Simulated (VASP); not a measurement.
# LaMg6V (Amm2) in VASP: reference runs

Aim: a first look at LaMg6V with PBE, on the cell as given and on a disturbed one.

Program: VASP 6.6.1. These are calculated values, not measurements. Logs are shortened: lines on timing, memory, paths and dates and some standing lists are left out, and cuts for length are marked.

## Step 1: The crystal as given

The structure is orthorhombic, space group Amm2 (No. 38). Conventional cell: a = 5.209 Å, b = 6.428 Å, c = 11.581 Å, α = 90.00°, β = 90.00°, γ = 90.00°. La (site symmetry mm2) has 2 V at 3.21 Å and 10 Mg at 3.27 to 3.31 Å as nearest neighbours. Around V (site symmetry mm2) lie 10 Mg at 3.15 to 3.37 Å and 2 La at 3.21 Å. Mg (site symmetry mm2) is surrounded by 10 Mg at 3.18 to 3.43 Å and 2 La at 3.28 Å. Mg (site symmetry mm2) is surrounded by 10 Mg at 3.16 to 3.46 Å and 2 V at 3.19 Å. Mg (site symmetry m) is surrounded by 6 Mg at 2.99 to 3.43 Å and 2 V at 3.15 Å and 2 La at 3.27 Å. Mg (site symmetry m) has 8 Mg at 3.15 to 3.28 Å and 2 V at 3.25 to 3.37 Å and 2 La at 3.31 Å as nearest neighbours.

The cell comes from a database or a generator and needn't be the stable form of this composition.

## Step 2: Single point, PBE, collinear spin, ferromagnetic start

File INCAR:

```
SYSTEM = LaMg6V
PREC = Accurate
ENCUT = 520
EDIFF = 1E-7
ISMEAR = -1
SIGMA = 0.05
LREAL = .FALSE.
LASPH = .TRUE.
NELM = 100
ALGO = Normal
ISIF = 2
LWAVE = .FALSE.
LCHARG = .FALSE.
ISPIN = 2
MAGMOM = 0 2 0 0 0 0 0 0
LORBIT = 11
LMAXMIX = 6
GGA = PE
NBANDS = 32
```

File KPOINTS:

```
regular mesh
0
G
  5 5 5
  0 0 0
```

File POSCAR:

```
LaMg6V
1.0
    5.2089520000      0.0000000000      0.0000000000
    0.0000000000      3.2138340000      5.7907090000
    0.0000000000     -3.2138340000      5.7907090000
La V Mg
1 1 6
Direct
    0.5000000000      0.6674180000      0.6674180000
    0.5000000000      0.1648740000      0.1648740000
    0.0000000000      0.8389770000      0.8389770000
    0.0000000000      0.3239360000      0.3239360000
    0.0000000000      0.3157370000      0.8506450000
    0.0000000000      0.8506450000      0.3157370000
    0.5000000000      0.1644170000      0.6739910000
    0.5000000000      0.6739910000      0.1644170000
```

Potentials or basis: VASP PAW PBE potentials, release 64 (La, V_sv, Mg).

Launch:

```sh
$ cat potpaw_PBE.64/La/POTCAR potpaw_PBE.64/V_sv/POTCAR potpaw_PBE.64/Mg/POTCAR > POTCAR
$ mpirun -np 1 vasp_std > vasp.out
```

OUTCAR:

```text
SYSTEM = LaMg6V
   PREC = Accurate
   ENCUT = 520
   EDIFF = 1E-7
   ISMEAR = -1
   LREAL = .FALSE.
   LASPH = .TRUE.
   NELM = 100
   ISIF = 2
   ISPIN = 2
   LORBIT = 11
   GGA = PE

 ion  position               nearest neighbor table
   1  0.500  0.667  0.667-   2 3.21   2 3.21   5 3.27   6 3.27   5 3.27   6 3.27   3 3.28   3 3.28
                             7 3.31   8 3.31   8 3.31   7 3.31
   2  0.500  0.165  0.165-   5 3.15   6 3.15   5 3.15   6 3.15   4 3.19   4 3.19   1 3.21   1 3.21
                             8 3.25   7 3.25
   3  0.000  0.839  0.839-   7 3.18   8 3.18   7 3.18   8 3.18   5 3.20   6 3.20   4 3.22   4 3.22
                             1 3.28   1 3.28   5 3.43   6 3.43
   4  0.000  0.324  0.324-   5 3.16   6 3.16   2 3.19   2 3.19   3 3.22   3 3.22   8 3.27   7 3.27
                             7 3.27   8 3.27   6 3.46   5 3.46
   5  0.000  0.316  0.851-   6 2.99   2 3.15   2 3.15   4 3.16   3 3.20   7 3.22   7 3.22   1 3.27
                             1 3.27   3 3.43   6 3.44   4 3.46
   6  0.000  0.851  0.316-   5 2.99   2 3.15   2 3.15   4 3.16   3 3.20   8 3.22   8 3.22   1 3.27
                             1 3.27   3 3.43   5 3.44   4 3.46
   7  0.500  0.164  0.674-   8 3.15   3 3.18   3 3.18   5 3.22   5 3.22   2 3.25   4 3.27   4 3.27
                             8 3.28   1 3.31   1 3.31
   8  0.500  0.674  0.164-   7 3.15   3 3.18   3 3.18   6 3.22   6 3.22   2 3.25   4 3.27   4 3.27
                             7 3.28   1 3.31   1 3.31

  LATTYP: Found a base centered orthorhombic cell.
 ALAT       =     6.4276680000
 B/A-ratio  =     1.8018071251
 C/A-ratio  =     0.8103953098

  Lattice vectors:

 A1 = (   0.0000000000,   3.2138340000,  -5.7907090000)
 A2 = (   0.0000000000,   3.2138340000,   5.7907090000)
 A3 = (   5.2089520000,   0.0000000000,   0.0000000000)

Analysis of symmetry for initial positions (statically):
=====================================================================
 Subroutine PRICEL returns:
 Original cell was already a primitive cell.

 Routine SETGRP: Setting up the symmetry group for a
 base centered orthorhombic supercell.

 Subroutine GETGRP returns: Found  4 space group operations
 (whereof  4 operations were pure point group operations)
 out of a pool of  8 trial point group operations.

The static configuration has the point symmetry C_2v.

Analysis of symmetry for dynamics (positions and initial velocities):
=====================================================================
 Subroutine PRICEL returns:
 Original cell was already a primitive cell.

 Routine SETGRP: Setting up the symmetry group for a
 base centered orthorhombic supercell.

 Subroutine GETGRP returns: Found  4 space group operations
 (whereof  4 operations were pure point group operations)
 out of a pool of  8 trial point group operations.

The dynamic configuration has the point symmetry C_2v.

Analysis of structural, dynamic, and magnetic symmetry:
=====================================================================
 Subroutine PRICEL returns:
 Original cell was already a primitive cell.

 Routine SETGRP: Setting up the symmetry group for a
 base centered orthorhombic supercell.

 Subroutine GETGRP returns: Found  4 space group operations
 (whereof  4 operations were pure point group operations)
 out of a pool of  8 trial point group operations.

The overall configuration has the point symmetry C_2v.

 Subroutine INISYM returns: Found  4 space group operations
 (whereof  4 operations are pure point group operations),
 and found     1 'primitive' translations

----------------------------------------------------------------------------------------

                                     Primitive cell

  volume of cell :     193.8811

  direct lattice vectors                    reciprocal lattice vectors
     5.208952000  0.000000000  0.000000000     0.191977196  0.000000000  0.000000000
     0.000000000  3.213834000  5.790709000     0.000000000  0.155577419  0.086345213
     0.000000000 -3.213834000  5.790709000     0.000000000 -0.155577419  0.086345213

  length of vectors
[... 84 lines left out ...]
 SYSTEM =  LaMg6V
   PREC   = accura    normal or accurate (medium, high low for compatibility)
   ISTART =      0    job   : 0-new  1-cont  2-samecut
   ICHARG =      2    charge: 1-file 2-atom 10-const
   ISPIN  =      2    spin polarized calculation?
   LNONCOLLINEAR =      F non collinear calculations
   LSORBIT =      F    spin-orbit coupling
   LASPH  =      T    aspherical Exc in radial PAW
   ENCUT  =  520.0 eV  38.22 Ry    6.18 a.u.   9.69 12.31 12.31*2*pi/ulx,y,z
   NELM   =    100;   NELMIN=  2; NELMDL= -5     # of ELM steps
   EDIFF  = 0.1E-06   stopping-criterion for ELM
   LREAL  =      F    real-space projection
   EDIFFG = 0.1E-05   stopping-criterion for IOM
   NSW    =      0    number of steps for IOM
   IBRION =     -1    ionic relax: 0-MD 1-quasi-New 2-CG
   NFREE  =      0    steps in history (QN), initial steepest desc. (CG)
   ISIF   =      2    stress and relaxation
   ISYM   =      2    0-nonsym 1-usesym 2-fastsym
   POTIM  = 0.5000    time-step for ionic-motion
   TEBEG  =    0.0;   TEEND  =   0.0 temperature during run
   PSTRESS=    0.0 pullay stress
   NELECT =      36.0000    total number of electrons
   NUPDOWN=      -1.0000    fix difference up-down
   EMIN   =  10.00;   EMAX   =-10.00  energy-range for DOS
   EFERMI =   0.00;   METHOD = LEGACY
   ISMEAR =    -1;   SIGMA  =   0.05  broadening in eV -4-tet -1-fermi 0-gaus
   EFERMI_NEDOS =   21; number of points for ismear=-14 and -15
   IALGO  =     38    algorithm
   IMIX   =      4    mixing-type and parameters
     AMIX     =   0.40;   BMIX     =  1.00
     AMIX_MAG =   1.60;   BMIX_MAG =  1.00
  volume/ion in A,a.u.               =      24.24       163.55
  Fermi-wavevector in a.u.,A,eV,Ry     =   0.933965  1.764937 11.868228  0.872290
  Thomas-Fermi vector in A             =   2.060721
   LORBIT       =     11    0 simple, 1 ext, 2 COOP (PROOUT), +10 PAW based schemes
   GGA     = PE    functional components
   LHFCALC =     F    Hartree Fock is set to
   AEXX    =    0.0000 exact exchange contribution
   IVDW    =     0    specifies the selected vdW correction
   LEPSILON=     F    determine dielectric tensor
   LRPA    =     F    only Hartree local field effects (RPA)
 spin polarized calculation
  energy-cutoff  :      520.00
  volume of cell :      193.88
 maximum number of plane-waves:      5239
 NGX is ok and might be reduce to    40
   NGX = 19   NGY = 25   NGZ = 25

 number of electron      36.0000011 magnetization       3.2943555

 Free energy of the ion-electron system (eV)
  ---------------------------------------------------
  ext. energy  EPLUGINS =         0.00000000
  ---------------------------------------------------
  free energy    TOTEN  =       -21.44451681 eV

  energy without entropy =      -21.39633859  energy(sigma->0) =      -21.42042770

 E-fermi :   3.8748     XC(G=0):  -8.9296

 val. band max:        3.8732834413   @ k =   0.2000   0.2000   0.0000
 cond. band min:       3.8771709037   @ k =   0.0000   0.2000   0.0000
 fundamental gap:      0.0038874624
 Fermi energy:         3.8748090689

 spin component 1

 k-point     1 :       0.0000    0.0000    0.0000
  band No.  band energies     occupation
      1     -60.9185      1.00000
      2     -34.8114      1.00000
      3     -34.7888      1.00000
      4     -34.7629      1.00000
      5     -28.6565      1.00000
      6     -12.4992      1.00000
[... 781 lines left out ...]
     29       5.9739      0.00000
     30       5.9935      0.00000

 [... further k-points ...]

 spin component 2

 k-point     1 :       0.0000    0.0000    0.0000
  band No.  band energies     occupation
      1     -58.3991      1.00000
      2     -32.3474      1.00000
      3     -32.3072      1.00000
      4     -32.1998      1.00000
      5     -28.6371      1.00000
      6     -12.4842      1.00000
[... 781 lines left out ...]
     29       6.0838      0.00000
     30       6.1397      0.00000

 [... further k-points ...]

 [bands above 30 left out]

------------------------ aborting loop because EDIFF is reached ----------------------------------------

  FORCE on cell =-STRESS in cart. coord.  units (eV):
  Direction    XX          YY          ZZ          XY          YZ          ZX
  --------------------------------------------------------------------------------------
  -------------------------------------------------------------------------------------
  Total        0.0538500     -0.2046014     -0.0436792      0.0000000      0.0000000      0.0000000
  in kB        0.4450006     -1.6907669     -0.3609520      0.0000000      0.0000000      0.0000000
  external PRESSURE =      -0.5355728 kB  Pullay stress =       0.0000000 kB

 VOLUME and BASIS-vectors are now :
 -----------------------------------------------------------------------------
  energy-cutoff  :      520.00
  volume of cell :      193.88
      direct lattice vectors                 reciprocal lattice vectors
     5.208952000  0.000000000  0.000000000     0.191977196  0.000000000  0.000000000
     0.000000000  3.213834000  5.790709000     0.000000000  0.155577419  0.086345213
     0.000000000 -3.213834000  5.790709000     0.000000000 -0.155577419  0.086345213

 POSITION                                       TOTAL-FORCE (eV/Angst)
 -----------------------------------------------------------------------------------
      2.60448      0.00000      7.72965         0.000000      0.000000      0.046133
      2.60448      0.00000      1.90947         0.000000      0.000000     -0.024751
      0.00000      0.00000      9.71654         0.000000      0.000000      0.028337
      0.00000      0.00000      3.75164         0.000000      0.000000     -0.084558
      0.00000     -1.71911      6.75418         0.000000     -0.017197     -0.015163
      0.00000      1.71911      6.75418         0.000000      0.017197     -0.015163
      2.60448     -1.63769      4.85498         0.000000     -0.004036      0.032583
      2.60448      1.63769      4.85498         0.000000      0.004036      0.032583
 -----------------------------------------------------------------------------------
    total drift:                                0.000000      0.000000      0.000780

  FREE ENERGIE OF THE ION-ELECTRON SYSTEM (eV)
  ---------------------------------------------------
  free  energy   TOTEN  =       -21.4445168093 eV

  energy  without entropy=      -21.3963385920  energy(sigma->0) =      -21.42042770

 total charge

# of ion       s       p       d       f       tot
--------------------------------------------------
    1        2.047   5.583   0.926   0.089   8.645
    2        2.243   6.066   3.006   0.000  11.315
    3        0.238   0.115   0.012   0.000   0.365
    4        0.195   0.114   0.011   0.000   0.321
    5        0.227   0.125   0.012   0.000   0.364
    6        0.227   0.125   0.012   0.000   0.364
    7        0.215   0.128   0.011   0.000   0.355
    8        0.215   0.128   0.011   0.000   0.355
--------------------------------------------------
tot          5.608  12.385   4.002   0.089  22.084

 magnetization (x)

# of ion       s       p       d       f       tot
--------------------------------------------------
    1        0.000   0.009   0.017   0.027   0.053
    2        0.043   0.036   2.541   0.000   2.619
    3        0.008  -0.006  -0.000   0.000   0.001
    4       -0.006   0.006   0.001   0.000   0.001
    5       -0.009   0.003   0.001   0.000  -0.004
    6       -0.009   0.003   0.001   0.000  -0.004
    7       -0.008  -0.003   0.001   0.000  -0.010
    8       -0.008  -0.003   0.001   0.000  -0.010
--------------------------------------------------
tot          0.012   0.044   2.563   0.027   2.646
```

Wall time 5.2 min (1 thread of Intel Xeon 6975P-C (Granite Rapids), shared host); peak memory 0.57 GiB.

Results:

| Item | Value |
| --- | --- |
| Free energy | -21.4445 eV |
| Pressure | -0.1 GPa |
| Largest force | 0.085 eV/Å |
| Band gap on the k mesh | none (metal or under the smearing width) |
| Net moment | 3.29 μB per cell |
| Site moments | La +0.05; V +2.62; Mg +0.00, -0.00, -0.01 μB |
| Valence electrons inside the program's atomic spheres | La 8.64; V 11.31; Mg 0.36, 0.32, 0.35 |

Forces in eV/Å, atoms in the order of the input:
```
La   0.000  0.000  0.046
V    0.000  0.000 -0.025
Mg   0.000  0.000  0.028
Mg   0.000  0.000 -0.085
Mg   0.000 -0.017 -0.015
Mg   0.000  0.017 -0.015
Mg   0.000 -0.004  0.033
Mg   0.000  0.004  0.033
```

Levels at points of the mesh, in eV from the Fermi level:
Spin up:
```csv
k point,band 16,band 17,band 18,band 19,band 20,band 21,band 22,band 23,band 24,band 25
"(0.00, 0.00, 0.00)",-1.03,-0.87,-0.82,-0.68,-0.28,0.11,0.51,0.65,1.84,1.86
```
Spin down:
| k point | band 12 | band 13 | band 14 | band 15 | band 16 | band 17 | band 18 | band 19 | band 20 | band 21 |
| --- | --- | --- | --- | --- | --- | --- | --- | --- | --- | --- |
| (0.00, 0.00, 0.00) | -1.86 | -1.69 | -1.07 | -0.77 | -0.72 | -0.29 | -0.10 | 0.34 | 0.98 | 1.28 |

## Step 3: Single point, PBE, collinear spin, ferromagnetic start (atoms moved at random, drawn with an rms of 0.05 Å)

File INCAR:

```
PREC = Accurate ; ENCUT = 520
EDIFF = 1E-7 ; ISMEAR = -1
SIGMA = 0.05 ; LREAL = False
LASPH = True ; NELM = 150
ALGO = Normal ; ISIF = 2
LWAVE = False ; LCHARG = True
ISPIN = 2 ; MAGMOM = 0 2 0 0 0 0 0 0
LORBIT = 11 ; LMAXMIX = 6
GGA = PE ; LELF = True
LVHAR = True ; NBANDS = 32
```

File KPOINTS:

```
Automatic mesh
0
Gamma
  5 5 5
```

File POSCAR:

```
LaMg6V
1.0
    5.2089520000      0.0000000000      0.0000000000
    0.0000000000      3.2138340000      5.7907090000
    0.0000000000     -3.2138340000      5.7907090000
La V Mg
1 1 6
Direct
    0.4989730000      0.6720750000      0.6725780000
    0.5049510000      0.1586460000      0.1707580000
    0.0020670000      0.8326180000      0.8466890000
   -0.0093890000      0.3230590000      0.3249220000
    0.0033750000      0.3205330000      0.8560820000
    0.0079490000      0.8535570000      0.3112760000
    0.5045640000      0.1626580000      0.6777150000
    0.4954880000      0.6741690000      0.1656350000
```

Potentials or basis: VASP PAW PBE potentials, release 64 (La, V_sv, Mg).

Launch:

```sh
$ cat potpaw_PBE.64/La/POTCAR potpaw_PBE.64/V_sv/POTCAR potpaw_PBE.64/Mg/POTCAR > POTCAR
$ mpirun -np 1 vasp_std > vasp.out
```

OUTCAR:

```text
PREC = Accurate
   ENCUT = 520
   EDIFF = 1E-7
   ISMEAR = -1
   LREAL = False
   LASPH = True
   NELM = 150
   ISIF = 2
   ISPIN = 2
   LORBIT = 11
   GGA = PE

 ion  position               nearest neighbor table
   1  0.499  0.672  0.673-   2 3.18   3 3.23   5 3.25   2 3.25   3 3.26   6 3.27   7 3.27   8 3.27
                             5 3.29   6 3.34   8 3.35   7 3.36
   2  0.505  0.159  0.171-   6 3.11   4 3.13   6 3.13   5 3.14   5 3.16   1 3.18   8 3.23   7 3.25
                             1 3.25   4 3.25
[... 1850 lines left out ...]
      0.01758     -1.72117      6.81344        -0.037866      0.011358     -0.133808
      0.04141      1.74280      6.74521        -0.147779     -0.127337      0.045794
      2.62825     -1.65531      4.86636        -0.072766      0.065738      0.159688
      2.58097      1.63434      4.86306         0.070431     -0.103313      0.128412
 -----------------------------------------------------------------------------------
    total drift:                               -0.000646     -0.000388      0.001768

  FREE ENERGIE OF THE ION-ELECTRON SYSTEM (eV)
  ---------------------------------------------------
  free  energy   TOTEN  =       -21.4205547977 eV

  energy  without entropy=      -21.3718320709  energy(sigma->0) =      -21.39619343

 total charge

# of ion       s       p       d       f       tot
--------------------------------------------------
    1        2.047   5.583   0.927   0.089   8.646
    2        2.244   6.067   3.007   0.000  11.318
    3        0.239   0.116   0.012   0.000   0.367
    4        0.196   0.114   0.011   0.000   0.322
    5        0.228   0.125   0.012   0.000   0.365
    6        0.226   0.126   0.012   0.000   0.364
    7        0.216   0.127   0.011   0.000   0.353
    8        0.215   0.129   0.011   0.000   0.356
--------------------------------------------------
tot          5.611  12.388   4.004   0.089  22.091

 magnetization (x)

# of ion       s       p       d       f       tot
--------------------------------------------------
    1        0.001   0.009   0.021   0.027   0.057
    2        0.043   0.036   2.534   0.000   2.614
    3        0.008  -0.007  -0.000   0.000   0.001
    4       -0.006   0.006   0.001   0.000   0.001
    5       -0.008   0.003   0.001   0.000  -0.004
    6       -0.009   0.003   0.002   0.000  -0.004
    7       -0.008  -0.003   0.001   0.000  -0.010
    8       -0.008  -0.003   0.001   0.000  -0.010
--------------------------------------------------
tot          0.012   0.045   2.561   0.027   2.644
```

OSZICAR:

```text
N       E                     dE             d eps       ncg     rms          rms(c)
DAV:   1     0.321917402897E+03    0.32192E+03   -0.14034E+04  8760   0.109E+03
DAV:   2     0.179371682337E+02   -0.30398E+03   -0.29035E+03  9248   0.278E+02
[... 13 lines left out ...]
DAV:  16    -0.214205021853E+02   -0.17450E-04   -0.11595E-03 12872   0.146E-01    0.752E-02
DAV:  17    -0.214205556680E+02   -0.53483E-04   -0.22746E-04 12984   0.751E-02    0.159E-02
DAV:  18    -0.214205541435E+02    0.15245E-05   -0.18728E-05 13344   0.288E-02    0.707E-03
DAV:  19    -0.214205544327E+02   -0.28926E-06   -0.26650E-06 13480   0.101E-02    0.652E-03
DAV:  20    -0.214205547416E+02   -0.30883E-06   -0.15694E-06 13224   0.654E-03    0.126E-03
DAV:  21    -0.214205547977E+02   -0.56132E-07   -0.13265E-07  8816   0.217E-03
   1 F= -.21420555E+02 E0= -.21396193E+02  d E =-.487227E-01  mag=     3.2937
```

It took 12 min on 1 thread of Intel Xeon 6975P-C (Granite Rapids), shared host; peak memory 0.84 GiB.

What came out:

```
Free energy                                           : -21.4206 eV
Pressure                                              : 0.0 GPa
Largest force                                         : 0.325 eV/Å
Band gap on the k mesh                                : none (metal or under the smearing width)
Net moment                                            : 3.29 μB per cell
Site moments                                          : La +0.06; V +2.61; Mg +0.00, -0.00, -0.01 μB
Valence electrons inside the program's atomic spheres : La 8.65; V 11.32; Mg 0.37, 0.32, 0.36, 0.35
```

Forces on the atoms (eV/Å):
```
La   0.196  0.022 -0.259
V   -0.065  0.095  0.012
Mg  -0.057  0.115  0.098
Mg   0.115 -0.079 -0.051
Mg  -0.038  0.011 -0.134
Mg  -0.148 -0.127  0.046
Mg  -0.073  0.066  0.160
Mg   0.070 -0.103  0.128
```

Stress tensor (GPa, compression positive):
```
 0.08 -0.07  0.04
-0.07 -0.18 -0.03
 0.04 -0.03  0.20
```
